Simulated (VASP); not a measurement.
# SrMg6Sn (Amm2) in VASP: reference runs

How does SrMg6Sn come out in PBE? The cell is run as given and disturbed.

Everything below comes from runs of VASP 6.6.1. Logs are shortened: lines on timing, memory, paths and dates and some standing lists are left out, and cuts for length are marked.

## Step 1: The crystal as given

The structure is orthorhombic, space group Amm2 (No. 38). The conventional cell has a = 5.259 Å, b = 6.557 Å, c = 12.125 Å, α = 90.00°, β = 90.00°, γ = 90.00°. Sn (site symmetry mm2) is surrounded by 10 Mg at 3.25 to 3.51 Å and 2 Sr at 3.28 Å. Sr (site symmetry mm2) has 2 Sn at 3.28 Å and 10 Mg at 3.33 to 3.47 Å as nearest neighbours. Mg (site symmetry mm2) is surrounded by 10 Mg at 3.23 to 3.65 Å and 2 Sr at 3.35 Å. Mg (site symmetry mm2) has 10 Mg at 3.27 to 3.51 Å and 2 Sn at 3.35 Å as nearest neighbours. Around Mg (site symmetry m) lie 7 Mg at 3.17 to 3.51 Å and 2 Sn at 3.25 Å and 2 Sr at 3.33 Å. Mg (site symmetry m) has 8 Mg at 3.23 to 3.30 Å and 2 Sn at 3.38 to 3.51 Å and 2 Sr at 3.42 to 3.47 Å as nearest neighbours.

The cell comes from a database or a generator and needn't be the stable form of this composition.

## Step 2: Single point, PBE

Input file INCAR:

```
SYSTEM = SrMg6Sn
PREC = Accurate ; ENCUT = 520
EDIFF = 1E-7 ; ISMEAR = -1
SIGMA = 0.05 ; LREAL = .False.
LASPH = .True. ; NELM = 80
ALGO = Normal ; ISIF = 2
LWAVE = .False. ; LCHARG = .False.
GGA = PE ; NBANDS = 28
```

Input file KPOINTS:

```
Automatic mesh
0
Gamma
  5 5 5
  0 0 0
```

Input file POSCAR:

```
SrMg6Sn
1.0
    5.2593610000      0.0000000000      0.0000000000
    0.0000000000      3.2786810000      6.0624270000
    0.0000000000     -3.2786810000      6.0624270000
Sn Sr Mg
1 1 6
Direct
    0.5000000000      0.1630050000      0.1630050000
    0.5000000000      0.6708930000      0.6708930000
    0.0000000000      0.8426250000      0.8426250000
    0.0000000000      0.3342890000      0.3342890000
    0.0000000000      0.3173420000      0.8345920000
    0.0000000000      0.8345920000      0.3173420000
    0.5000000000      0.1672840000      0.6699660000
    0.5000000000      0.6699660000      0.1672840000
```

Potentials or basis: VASP PAW PBE potentials, release 64 (Sn_d, Sr_sv, Mg).

The run is started by

```
cat potpaw_PBE.64/Sn_d/POTCAR potpaw_PBE.64/Sr_sv/POTCAR potpaw_PBE.64/Mg/POTCAR > POTCAR
mpirun -np 1 vasp_std > vasp.out
```

OUTCAR:

```text
SYSTEM = SrMg6Sn
   PREC = Accurate
   ENCUT = 520
   EDIFF = 1E-7
   ISMEAR = -1
   LREAL = .False.
   LASPH = .True.
   NELM = 80
   ISIF = 2
   GGA = PE

 ion  position               nearest neighbor table
   1  0.500  0.163  0.163-   5 3.25   6 3.25   5 3.25   6 3.25   2 3.28   2 3.28   4 3.35   4 3.35
                             8 3.38   7 3.38   8 3.51   7 3.51
   2  0.500  0.671  0.671-   1 3.28   1 3.28   5 3.33   6 3.33   5 3.33   6 3.33   3 3.35   3 3.35
                             8 3.42   7 3.42   7 3.47   8 3.47
   3  0.000  0.843  0.843-   7 3.23   8 3.23   7 3.23   8 3.23   5 3.24   6 3.24   4 3.28   4 3.28
                             2 3.35   2 3.35   5 3.65   6 3.65
   4  0.000  0.334  0.334-   7 3.27   8 3.27   7 3.27   8 3.27   3 3.28   3 3.28   1 3.35   1 3.35
                             6 3.39   5 3.39   6 3.51   5 3.51
   5  0.000  0.317  0.835-   6 3.17   3 3.24   1 3.25   1 3.25   7 3.25   7 3.25   2 3.33   2 3.33
                             4 3.39   6 3.39   4 3.51   3 3.65
   6  0.000  0.835  0.317-   5 3.17   3 3.24   1 3.25   1 3.25   8 3.25   8 3.25   2 3.33   2 3.33
                             4 3.39   5 3.39   4 3.51   3 3.65
   7  0.500  0.167  0.670-   3 3.23   3 3.23   5 3.25   5 3.25   8 3.26   4 3.27   4 3.27   8 3.30
                             1 3.38   2 3.42   2 3.47   1 3.51
   8  0.500  0.670  0.167-   3 3.23   3 3.23   6 3.25   6 3.25   7 3.26   4 3.27   4 3.27   7 3.30
                             1 3.38   2 3.42   2 3.47   1 3.51

  LATTYP: Found a base centered orthorhombic cell.
 ALAT       =     6.5573620000
 B/A-ratio  =     1.8490444786
 C/A-ratio  =     0.8020543932

  Lattice vectors:

 A1 = (   0.0000000000,   3.2786810000,  -6.0624270000)
 A2 = (   0.0000000000,   3.2786810000,   6.0624270000)
 A3 = (   5.2593610000,   0.0000000000,   0.0000000000)

Analysis of symmetry for initial positions (statically):
=====================================================================
 Subroutine PRICEL returns:
 Original cell was already a primitive cell.

 Routine SETGRP: Setting up the symmetry group for a
 base centered orthorhombic supercell.

 Subroutine GETGRP returns: Found  4 space group operations
 (whereof  4 operations were pure point group operations)
 out of a pool of  8 trial point group operations.

The static configuration has the point symmetry C_2v.

Analysis of symmetry for dynamics (positions and initial velocities):
=====================================================================
 Subroutine PRICEL returns:
 Original cell was already a primitive cell.

 Routine SETGRP: Setting up the symmetry group for a
 base centered orthorhombic supercell.
[... 120 lines left out ...]
   NSW    =      0    number of steps for IOM
   IBRION =     -1    ionic relax: 0-MD 1-quasi-New 2-CG
   NFREE  =      0    steps in history (QN), initial steepest desc. (CG)
   ISIF   =      2    stress and relaxation
   ISYM   =      2    0-nonsym 1-usesym 2-fastsym
   POTIM  = 0.5000    time-step for ionic-motion
   TEBEG  =    0.0;   TEEND  =   0.0 temperature during run
   PSTRESS=    0.0 pullay stress
   NELECT =      36.0000    total number of electrons
   NUPDOWN=      -1.0000    fix difference up-down
   EMIN   =  10.00;   EMAX   =-10.00  energy-range for DOS
   EFERMI =   0.00;   METHOD = LEGACY
   ISMEAR =    -1;   SIGMA  =   0.05  broadening in eV -4-tet -1-fermi 0-gaus
   EFERMI_NEDOS =   21; number of points for ismear=-14 and -15
   IALGO  =     38    algorithm
   IMIX   =      4    mixing-type and parameters
     AMIX     =   0.40;   BMIX     =  1.00
     AMIX_MAG =   1.60;   BMIX_MAG =  1.00
  volume/ion in A,a.u.               =      26.13       176.37
  Fermi-wavevector in a.u.,A,eV,Ry     =   0.910765  1.721095 11.285924  0.829492
  Thomas-Fermi vector in A             =   2.034965
   LORBIT       =      0    0 simple, 1 ext, 2 COOP (PROOUT), +10 PAW based schemes
   GGA     = PE    functional components
   LHFCALC =     F    Hartree Fock is set to
   AEXX    =    0.0000 exact exchange contribution
   IVDW    =     0    specifies the selected vdW correction
   LEPSILON=     F    determine dielectric tensor
   LRPA    =     F    only Hartree local field effects (RPA)
 non-spin polarized calculation
  energy-cutoff  :      520.00
  volume of cell :      209.08
 maximum number of plane-waves:      5649
 NGX is ok and might be reduce to    40
   NGX = 19   NGY = 25   NGZ = 25

 number of electron      35.9999996 magnetization

 Free energy of the ion-electron system (eV)
  ---------------------------------------------------
  ext. energy  EPLUGINS =         0.00000000
  ---------------------------------------------------
  free energy    TOTEN  =       -14.89230955 eV

  energy without entropy =      -14.86090990  energy(sigma->0) =      -14.87660972

 E-fermi :   3.0870     XC(G=0):  -8.6461

 val. band max:        3.0858122992   @ k =   0.2000  -0.2000   0.2000
 cond. band min:       3.0950311333   @ k =   0.0000   0.2000   0.2000
 fundamental gap:      0.0092188341
 Fermi energy:         3.0869997633

 k-point     1 :       0.0000    0.0000    0.0000
  band No.  band energies     occupation
      1     -32.1824      2.00000
      2     -17.9438      2.00000
      3     -17.9407      2.00000
      4     -17.9004      2.00000
      5     -17.9000      2.00000
      6     -17.8930      2.00000
[... 733 lines left out ...]
     27       6.5186      0.00000
     28       7.1373      0.00000

 [... further k-points ...]
[... 5 lines left out ...]
  --------------------------------------------------------------------------------------
  -------------------------------------------------------------------------------------
  Total       -0.6457465     -0.0693750      0.1677616      0.0000000      0.0000000      0.0000000
  in kB       -4.9483907     -0.5316247      1.2855664      0.0000000      0.0000000      0.0000000
  external PRESSURE =      -1.3981496 kB  Pullay stress =       0.0000000 kB

 VOLUME and BASIS-vectors are now :
 -----------------------------------------------------------------------------
  energy-cutoff  :      520.00
  volume of cell :      209.08
      direct lattice vectors                 reciprocal lattice vectors
     5.259361000  0.000000000  0.000000000     0.190137167  0.000000000  0.000000000
     0.000000000  3.278681000  6.062427000     0.000000000  0.152500350  0.082475220
     0.000000000 -3.278681000  6.062427000     0.000000000 -0.152500350  0.082475220

 POSITION                                       TOTAL-FORCE (eV/Angst)
 -----------------------------------------------------------------------------------
      2.62968      0.00000      1.97641         0.000000      0.000000     -0.066541
      2.62968      0.00000      8.13448         0.000000      0.000000      0.070711
      0.00000      0.00000     10.21671         0.000000      0.000000      0.068939
      0.00000      0.00000      4.05321         0.000000      0.000000     -0.040617
      0.00000     -1.69590      6.98352         0.000000      0.003277     -0.054319
      0.00000      1.69590      6.98352         0.000000     -0.003277     -0.054319
      2.62968     -1.64813      5.07577         0.000000      0.002525      0.038073
      2.62968      1.64813      5.07577         0.000000     -0.002525      0.038073
 -----------------------------------------------------------------------------------
    total drift:                               -0.000000      0.000000      0.000598

  FREE ENERGIE OF THE ION-ELECTRON SYSTEM (eV)
  ---------------------------------------------------
  free  energy   TOTEN  =       -14.8923095499 eV

  energy  without entropy=      -14.8609098973  energy(sigma->0) =      -14.87660972
```

OSZICAR:

```text
N       E                     dE             d eps       ncg     rms          rms(c)
DAV:   1     0.211566391906E+03    0.21157E+03   -0.14764E+04  1512   0.115E+03
DAV:   2     0.794780058797E+01   -0.20362E+03   -0.19621E+03  1572   0.270E+02
DAV:   3    -0.141653224929E+02   -0.22113E+02   -0.21720E+02  2268   0.872E+01
DAV:   4    -0.154150795981E+02   -0.12498E+01   -0.12398E+01  2368   0.167E+01
DAV:   5    -0.154437983306E+02   -0.28719E-01   -0.28687E-01  2280   0.215E+00    0.241E+01
DAV:   6    -0.149622842293E+02    0.48151E+00   -0.74652E-01  1928   0.293E+00    0.118E+01
DAV:   7    -0.149013812640E+02    0.60903E-01   -0.47706E-01  1996   0.277E+00    0.107E+00
DAV:   8    -0.148932879365E+02    0.80933E-02   -0.65506E-02  1864   0.112E+00    0.686E-01
DAV:   9    -0.148923456434E+02    0.94229E-03   -0.55776E-03  2104   0.339E-01    0.135E-01
DAV:  10    -0.148923035386E+02    0.42105E-04   -0.37077E-04  2344   0.992E-02    0.516E-02
DAV:  11    -0.148923074026E+02   -0.38641E-05   -0.34862E-05  2136   0.334E-02    0.148E-02
DAV:  12    -0.148923099303E+02   -0.25277E-05   -0.52139E-06  1944   0.120E-02    0.478E-03
DAV:  13    -0.148923095370E+02    0.39331E-06   -0.97230E-07  2096   0.412E-03    0.183E-03
DAV:  14    -0.148923095499E+02   -0.12922E-07   -0.16561E-07  1292   0.246E-03
   1 F= -.14892310E+02 E0= -.14876610E+02  d E =-.313997E-01
```

stdout:

```text
POSCAR found type information on POSCAR SnSrMg
 POSCAR found :  3 types and       8 ions
 scaLAPACK will be used
 LDA part: xc-table for (Slater+PW92), standard interpolation
 POSCAR, INCAR and KPOINTS ok, starting setup
 FFT: planning ... GRIDC
 FFT: planning ... GRID_SOFT
 FFT: planning ... GRID
 WAVECAR not read
 entering main loop
```

Run time: 2.1 min. Hardware: 1 thread of AMD EPYC 9R45 (Zen 5), shared host; peak memory 0.4 GiB.

What came out:

| Item | Value |
| --- | --- |
| Free energy | -14.8923 eV |
| Pressure | -0.1 GPa |
| Largest force | 0.071 eV/Å |
| Band gap on the k mesh | none (metal or under the smearing width) |

Forces in eV/Å, atoms in the order of the input:
```
Sn   0.000  0.000 -0.067
Sr   0.000  0.000  0.071
Mg   0.000  0.000  0.069
Mg   0.000  0.000 -0.041
Mg   0.000  0.003 -0.054
Mg   0.000 -0.003 -0.054
Mg   0.000  0.003  0.038
Mg   0.000 -0.003  0.038
```

Levels at points of the mesh, in eV from the Fermi level:
```csv
k point,band 15,band 16,band 17,band 18,band 19,band 20,band 21,band 22
"(0.00, 0.00, 0.00)",-1.93,-1.73,-1.56,-0.50,1.02,1.54,1.56,1.79
```

## Step 3: Single point, PBE (atoms moved at random, drawn with an rms of 0.05 Å)

Input file INCAR:

```
SYSTEM = SrMg6Sn
  ALGO = Normal
  EDIFF = 1E-7
  ENCUT = 520
  GGA = PE
  ISIF = 2
  ISMEAR = -1
  LASPH = .True.
  LCHARG = .False.
  LREAL = .False.
  LWAVE = .False.
  NBANDS = 28
  NELM = 80
  PREC = Accurate
  SIGMA = 0.05
```

Input file KPOINTS:

```
k-points
0
Gamma
  5 5 5
  0 0 0
```

Input file POSCAR:

```
SrMg6Sn
1.0
    5.2593610000      0.0000000000      0.0000000000
    0.0000000000      3.2786810000      6.0624270000
    0.0000000000     -3.2786810000      6.0624270000
Sn Sr Mg
1 1 6
Direct
    0.4956880000      0.1707850000      0.1634730000
    0.5048600000      0.6698310000      0.6732100000
    0.0030630000      0.8451080000      0.8470970000
   -0.0049040000      0.3378850000      0.3389350000
   -0.0001310000      0.3217250000      0.8231400000
   -0.0022670000      0.8349470000      0.3154970000
    0.4978810000      0.1714000000      0.6611340000
    0.5041650000      0.6710580000      0.1600990000
```

Potentials or basis: VASP PAW PBE potentials, release 64 (Sn_d, Sr_sv, Mg).

The run is started by

```
cat potpaw_PBE.64/Sn_d/POTCAR potpaw_PBE.64/Sr_sv/POTCAR potpaw_PBE.64/Mg/POTCAR > POTCAR
mpirun -np 1 vasp_std > vasp.out
```

OUTCAR:

```text
SYSTEM = SrMg6Sn
   EDIFF = 1E-7
   ENCUT = 520
   GGA = PE
   ISIF = 2
   ISMEAR = -1
   LASPH = .True.
   LREAL = .False.
   NELM = 80
   PREC = Accurate

 ion  position               nearest neighbor table
   1  0.496  0.171  0.163-   2 3.24   6 3.26   5 3.27   6 3.28   5 3.31   2 3.31   4 3.35   4 3.35
                             7 3.43   8 3.44   8 3.46   7 3.46
   2  0.505  0.670  0.673-   1 3.24   5 3.30   1 3.31   6 3.32   5 3.34   8 3.36   3 3.37   6 3.38
                             3 3.38   7 3.41   7 3.48   8 3.53
   3  0.003  0.845  0.847-   8 3.19   6 3.19   8 3.19   5 3.20   7 3.21   7 3.26   4 3.28   4 3.28
                             2 3.37   2 3.38
   4  0.995  0.338  0.339-   7 3.21   8 3.22   7 3.23   3 3.28   5 3.28   3 3.28   8 3.30   6 3.34
                             1 3.35   1 3.35   6 3.56   5 3.62
   5  1.000  0.322  0.823-   3 3.20   6 3.21   7 3.23   7 3.25   1 3.27   4 3.28   2 3.30   1 3.31
                             2 3.34   6 3.35   4 3.62
   6  0.998  0.835  0.315-   3 3.19   5 3.21   8 3.24   1 3.26   1 3.28   8 3.29   2 3.32   4 3.34
                             5 3.35   2 3.38   4 3.56
   7  0.498  0.171  0.661-   4 3.21   3 3.21   5 3.23   4 3.23   5 3.25   3 3.26   8 3.28   8 3.28
                             2 3.41   1 3.43   1 3.46   2 3.48
[... 212 lines left out ...]
      4     -17.8909      2.00000
      5     -17.8890      2.00000
      6     -17.8834      2.00000
[... 733 lines left out ...]
     27       6.4748      0.00000
     28       6.5596      0.00000

 [... further k-points ...]

------------------------ aborting loop because EDIFF is reached ----------------------------------------

  FORCE on cell =-STRESS in cart. coord.  units (eV):
  Direction    XX          YY          ZZ          XY          YZ          ZX
  --------------------------------------------------------------------------------------
  -------------------------------------------------------------------------------------
  Total       -0.5935837      0.0483263      0.1806540      0.0367776     -0.0110212     -0.1105300
  in kB       -4.5486640      0.3703270      1.3843616      0.2818288     -0.0844562     -0.8469976
  external PRESSURE =      -0.9313251 kB  Pullay stress =       0.0000000 kB

 VOLUME and BASIS-vectors are now :
 -----------------------------------------------------------------------------
  energy-cutoff  :      520.00
  volume of cell :      209.08
      direct lattice vectors                 reciprocal lattice vectors
     5.259361000  0.000000000  0.000000000     0.190137167  0.000000000  0.000000000
     0.000000000  3.278681000  6.062427000     0.000000000  0.152500350  0.082475220
     0.000000000 -3.278681000  6.062427000     0.000000000 -0.152500350  0.082475220

 POSITION                                       TOTAL-FORCE (eV/Angst)
 -----------------------------------------------------------------------------------
      2.60700      0.02397      2.02641         0.023663     -0.131405     -0.134058
      2.65524     -0.01108      8.14209        -0.125872      0.208329     -0.003068
      0.01611     -0.00652     10.25887        -0.001052      0.041764     -0.033669
      5.23357     -0.00344      4.10317         0.040330      0.036764     -0.137998
      5.25867     -1.64398      6.94066         0.029979     -0.104443      0.026309
      5.24744      1.70311      6.97448         0.078579      0.048099      0.023801
      2.61854     -1.60568      5.04718         0.017635     -0.053401      0.071858
      2.65159      1.67527      5.03883        -0.063260     -0.045706      0.186824
 -----------------------------------------------------------------------------------
    total drift:                               -0.000382     -0.000157      0.000443

  FREE ENERGIE OF THE ION-ELECTRON SYSTEM (eV)
  ---------------------------------------------------
  free  energy   TOTEN  =       -14.8680622539 eV

  energy  without entropy=      -14.8371578666  energy(sigma->0) =      -14.85261006
```

stdout:

```text
POSCAR found type information on POSCAR SnSrMg
 POSCAR found :  3 types and       8 ions
 scaLAPACK will be used
 LDA part: xc-table for (Slater+PW92), standard interpolation
 POSCAR, INCAR and KPOINTS ok, starting setup
 FFT: planning ... GRIDC
 FFT: planning ... GRID_SOFT
 FFT: planning ... GRID
 WAVECAR not read
 entering main loop
```

Run time: 4.9 min. Hardware: 1 thread of AMD EPYC 9R45 (Zen 5), shared host; peak memory 0.55 GiB.

Results:

```yaml
Free_energy: -14.8681 eV
Pressure: -0.1 GPa
Largest_force: 0.243 eV/Å
Band_gap_on_the_k_mesh: none (metal or under the smearing width)
```

Forces on the atoms (eV/Å):
```
Sn   0.024 -0.131 -0.134
Sr  -0.126  0.208 -0.003
Mg  -0.001  0.042 -0.034
Mg   0.040  0.037 -0.138
Mg   0.030 -0.104  0.026
Mg   0.079  0.048  0.024
Mg   0.018 -0.053  0.072
Mg  -0.063 -0.046  0.187
```

Stress tensor (GPa, compression positive):
```
-0.45  0.03 -0.08
 0.03  0.04 -0.01
-0.08 -0.01  0.14
```
